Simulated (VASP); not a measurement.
# B17AuN18 (a cell with a defect): electric field gradients with PBE

Crystal: B17AuN18 (a cell with a defect).

```
Au B N
1.0
     7.49472    0.00000    0.00000
    -3.74736    6.49062    0.00000
     0.00000    0.00000    6.63570
Au B N
1 17 18
Cartesian
  0.0000 1.4424 1.6589
  -1.2491 3.6059 1.6589
  -2.4982 5.7694 1.6589
  2.4982 1.4424 1.6589
  1.2491 3.6059 1.6589
  0.0000 5.7694 1.6589
  4.9965 1.4424 1.6589
  3.7474 3.6059 1.6589
  2.4982 5.7694 1.6589
  1.2491 0.7212 4.9768
  0.0000 2.8847 4.9768
  -1.2491 5.0483 4.9768
  3.7474 0.7212 4.9768
  2.4982 2.8847 4.9768
  1.2491 5.0483 4.9768
  6.2456 0.7212 4.9768
  4.9965 2.8847 4.9768
  3.7474 5.0483 4.9768
  0.0000 1.4424 4.9768
  -1.2491 3.6059 4.9768
  -2.4982 5.7694 4.9768
  2.4982 1.4424 4.9768
  1.2491 3.6059 4.9768
  0.0000 5.7694 4.9768
  4.9965 1.4424 4.9768
  3.7474 3.6059 4.9768
  2.4982 5.7694 4.9768
  1.2491 0.7212 1.6589
  0.0000 2.8847 1.6589
  -1.2491 5.0483 1.6589
  3.7474 0.7212 1.6589
  2.4982 2.8847 1.6589
  1.2491 5.0483 1.6589
  6.2456 0.7212 1.6589
  4.9965 2.8847 1.6589
  3.7474 5.0483 1.6589
```

- Program: VASP 6.6.1
- Task: electric field gradients
- Functional: PBE
- Potentials or basis: VASP PAW PBE potentials, release 64 (Au, B, N)
- Cutoff: 520 eV
- k mesh: 3 × 3 × 3
- Occupations: fermi-dirac, width 0.01 eV
- Spin: no spin polarisation
- Dipole correction: no
- Further INCAR settings: LREAL = Auto; ALGO = Fast; EDIFF = 1e-08; NBANDS = 100

```yaml
Pressure: 43.1 GPa
Largest_force: 47.462 eV/Å
Band_gap_on_the_k_mesh: none (metal or under the smearing width)
```

Forces in eV/Å, atoms in the order of the input:
```
Au    0.000   0.000   0.000
B     0.020   1.570   0.000
B     1.370  -0.768   0.000
B     1.350  -0.802   0.000
B    -0.020   1.570   0.000
B     0.000   0.000   0.000
B    -1.350  -0.802   0.000
B     0.000   0.000   0.000
B    -1.370  -0.768   0.000
B     0.110  -0.063   0.000
B     0.000   0.127   0.000
B     0.073   0.042   0.000
B     0.000  -0.084   0.000
B    -0.007  -0.004   0.000
B    -0.073   0.042   0.000
B    -0.110  -0.063   0.000
B     0.007  -0.004   0.000
B     0.000   0.009   0.000
N     0.000   0.000   0.000
N     0.002  -0.061   0.000
N    -0.052   0.032   0.000
N    -0.054   0.029   0.000
N    -0.002  -0.061   0.000
N     0.000   0.000   0.000
N     0.054   0.029   0.000
N     0.000   0.000   0.000
N     0.052   0.032   0.000
N    41.103 -23.731   0.000
N     0.000  47.462   0.000
N     0.178   0.103   0.000
N     0.000  -0.205   0.000
N    -0.274  -0.158   0.000
N    -0.178   0.103   0.000
N   -41.103 -23.731   0.000
N     0.274  -0.158   0.000
N     0.000   0.316   0.000
```

Stress tensor (GPa, compression positive):
```
62.88  0.00  0.00
 0.00 62.88  0.00
 0.00  0.00  3.57
```

Levels at points of the mesh, in eV from the Fermi level:
```
           k point  band 73  band 74  band 75  band 76  band 77  band 78  band 79  band 80
(0.00, 0.00, 0.00)    -3.86    -2.60    -2.60     0.56     0.56     1.00     1.07     1.07
```

Electric field gradients, principal values (V/Å²):
```csv
atom,Vxx,Vyy,Vzz
1 Au,-1303.890,-1303.891,2607.781
2 B,-10.475,-17.817,28.292
3 B,-10.475,-17.818,28.292
4 B,-10.475,-17.818,28.292
5 B,-10.475,-17.818,28.292
6 B,-16.336,-16.336,32.673
7 B,-10.475,-17.818,28.292
8 B,-17.313,-17.313,34.626
9 B,-10.475,-17.818,28.292
10 B,-17.144,-17.522,34.666
11 B,-17.144,-17.522,34.666
12 B,-17.479,-17.758,35.236
13 B,-17.479,-17.757,35.236
14 B,-17.599,-17.639,35.238
15 B,-17.479,-17.757,35.236
16 B,-17.144,-17.522,34.666
17 B,-17.599,-17.639,35.238
18 B,-17.599,-17.639,35.238
19 N,-0.992,-0.994,1.987
20 N,-1.105,-1.548,2.653
21 N,-1.104,-1.548,2.652
22 N,-1.107,-1.547,2.654
23 N,-1.106,-1.547,2.654
24 N,-0.893,-0.894,1.787
25 N,-1.104,-1.551,2.655
26 N,-1.243,-1.247,2.490
27 N,-1.105,-1.548,2.653
28 N,-0.204,-11.352,11.556
29 N,-0.206,-11.351,11.557
30 N,-0.842,-4.225,5.067
31 N,-0.844,-4.222,5.066
32 N,1.156,1.665,-2.821
33 N,-0.842,-4.221,5.064
34 N,-0.204,-11.353,11.557
35 N,1.157,1.664,-2.821
36 N,1.156,1.664,-2.820
```

Wall time 7.3 min on 1 thread of Intel(R) Xeon(R) Platinum 8488C (Sapphire Rapids), on a shared host, peak memory 0.46 GiB.

Caveat: a pressure of tens of GPa on the cell as given is suspect, and the run, the potentials or the cell itself is likely at fault. The run has no spin-orbit coupling, so splittings on Au are missing.
